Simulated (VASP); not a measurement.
Method: PBE GGA, VASP's PBE PAW potentials (set 64) (plane waves; VASP).

The input files of a VASP run:

File POSCAR:
```
MnO2
1
    4.4278492796     0.0000000000     0.0000000000
    0.0000000000     4.4278492796     0.0000000000
    0.0000000000     0.0000000000     2.8730709702
Mn O
2 4
Direct
  0.0000000000   0.0000000000   0.0000000000
  0.5000000000   0.5000000000   0.5000000000
  0.3042856136   0.3042856136   0.0000000000
  0.8042856136   0.1957143864   0.5000000000
  0.1957143864   0.8042856136   0.5000000000
  0.6957143864   0.6957143864   0.0000000000
```

**KPOINTS**
```
Regular mesh
0
gamma
 7 7 11
0 0 0
```

**INCAR**
```
# general
SYSTEM =MnO2
PREC   =Accurate
ENCUT  =620
LREAL  =.FALSE.   # projection in real space or not
LASPH  =.TRUE.

# electronic loop
EDIFF  =1E-6   # SCF stop (eV)
NELM   =100   # most electronic steps
ALGO   =Normal   # blocked Davidson
LMAXMIX=4   # l cut-off of mixed one-centre charges

# smearing
ISMEAR =1   # Methfessel-Paxton
SIGMA  =0.1   # width (eV)

# functional
GGA    =PE   # PBE

# spin
ISPIN  =2
MAGMOM =2.5 -2.5 -0.0 0.0 0.0 -0.0

# ions
IBRION =2   # conjugate gradients
NSW    =40
ISIF   =3   # ions, shape and volume
EDIFFG =-0.02   # ionic stop

# output
LWAVE  =.FALSE.
LCHARG =.FALSE.
LORBIT =10
```

POTCAR, in this order: Mn_pv O (PBE.64 set). Program: vasp_std.

The run wrote:

### OSZICAR
```
       N       E                     dE             d eps       ncg     rms          rms(c)
DAV:   1     0.696958055874E+03    0.69696E+03   -0.31520E+04  7272   0.227E+03
DAV:   2     0.275710832021E+02   -0.66939E+03   -0.63201E+03  7722   0.611E+02
DAV:   3    -0.603326320804E+02   -0.87904E+02   -0.85592E+02  9112   0.204E+02
DAV:   4    -0.640738479531E+02   -0.37412E+01   -0.33984E+01  8390   0.366E+01
DAV:   5    -0.641455919780E+02   -0.71744E-01   -0.71669E-01  7532   0.578E+00    0.434E+01
DAV:   6    -0.601932062399E+02    0.39524E+01   -0.17891E+02  9128   0.121E+02    0.573E+01
DAV:   7    -0.504017569569E+02    0.97914E+01   -0.14055E+02  9396   0.125E+02    0.199E+01
DAV:   8    -0.483164888457E+02    0.20853E+01   -0.92508E+00  7644   0.296E+01    0.810E+00
DAV:   9    -0.479222759563E+02    0.39421E+00   -0.20371E+00  9686   0.146E+01    0.313E+00
DAV:  10    -0.479377898088E+02   -0.15514E-01   -0.20372E-01  7596   0.381E+00    0.170E+00
DAV:  11    -0.479319131340E+02    0.58767E-02   -0.28158E-02  7668   0.201E+00    0.414E-01
DAV:  12    -0.479324153769E+02   -0.50224E-03   -0.33004E-03  8176   0.619E-01    0.234E-01
DAV:  13    -0.479322871867E+02    0.12819E-03   -0.30813E-04  9378   0.219E-01    0.970E-02
DAV:  14    -0.479322656191E+02    0.21568E-04   -0.81712E-05  8240   0.119E-01    0.324E-02
DAV:  15    -0.479322611158E+02    0.45033E-05   -0.74509E-05  8350   0.114E-01    0.205E-02
DAV:  16    -0.479322594356E+02    0.16802E-05   -0.13474E-05  7834   0.498E-02    0.796E-03
DAV:  17    -0.479322593914E+02    0.44181E-07   -0.11491E-06  3984   0.128E-02
   1 F= -.47932259E+02 E0= -.47932345E+02  d E =-.479323E+02  mag=    -0.0000
```

**OUTCAR**
```
------------------------ aborting loop because EDIFF is reached ----------------------------------------
  FORCE on cell =-STRESS in cart. coord.  units (eV):
  Direction    XX          YY          ZZ          XY          YZ          ZX
  --------------------------------------------------------------------------------------
  Total       -0.0095813     -0.0095813      0.0440116      0.0000000      0.0000000      0.0000000
  in kB       -0.2725241     -0.2725241      1.2518319      0.0000000      0.0000000      0.0000000
  external PRESSURE =       0.2355946 kB  Pullay stress =       0.0000000 kB
  volume of cell :       56.33
      direct lattice vectors                 reciprocal lattice vectors
     4.427849280  0.000000000  0.000000000     0.225843279  0.000000000  0.000000000
     0.000000000  4.427849280  0.000000000     0.000000000  0.225843279  0.000000000
     0.000000000  0.000000000  2.873070970     0.000000000  0.000000000  0.348059623
 POSITION                                       TOTAL-FORCE (eV/Angst)
 -----------------------------------------------------------------------------------
      0.00000      0.00000      0.00000         0.000000     -0.000000     -0.000000
      2.21392      2.21392      1.43654         0.000000     -0.000000     -0.000000
      1.34733      1.34733      0.00000        -0.004673     -0.004673     -0.000000
      3.56126      0.86659      1.43654        -0.004673      0.004673      0.000000
      0.86659      3.56126      1.43654         0.004673     -0.004673     -0.000000
      3.08052      3.08052      0.00000         0.004673      0.004673      0.000000
 -----------------------------------------------------------------------------------
    total drift:                                0.000000      0.000000      0.000000
  FREE ENERGIE OF THE ION-ELECTRON SYSTEM (eV)
  ---------------------------------------------------
  free  energy   TOTEN  =       -47.9322593914 eV

  energy  without entropy=      -47.9325157105  energy(sigma->0) =      -47.93234483

 total charge

# of ion       s       p       d       tot
------------------------------------------
    1        0.347   6.454   4.901  11.702
    2        0.347   6.454   4.901  11.702
    3        1.565   3.453   0.000   5.019
    4        1.565   3.453   0.000   5.019
    5        1.565   3.453   0.000   5.019
    6        1.565   3.453   0.000   5.019
--------------------------------------------------
tot          6.955  26.721   9.803  43.478

 magnetization (x)

# of ion       s       p       d       tot
------------------------------------------
    1        0.013   0.021   2.488   2.521
    2       -0.013  -0.021  -2.488  -2.521
    3       -0.001  -0.049   0.000  -0.050
    4        0.001   0.049   0.000   0.050
    5        0.001   0.049   0.000   0.050
    6       -0.001  -0.049   0.000  -0.050
--------------------------------------------------
tot          0.000   0.000  -0.000  -0.000

 reached required accuracy - stopping structural energy minimisation
```
(Selected blocks of OUTCAR.)

The compound is MnO2 in the rutile structure. It was relaxed first.
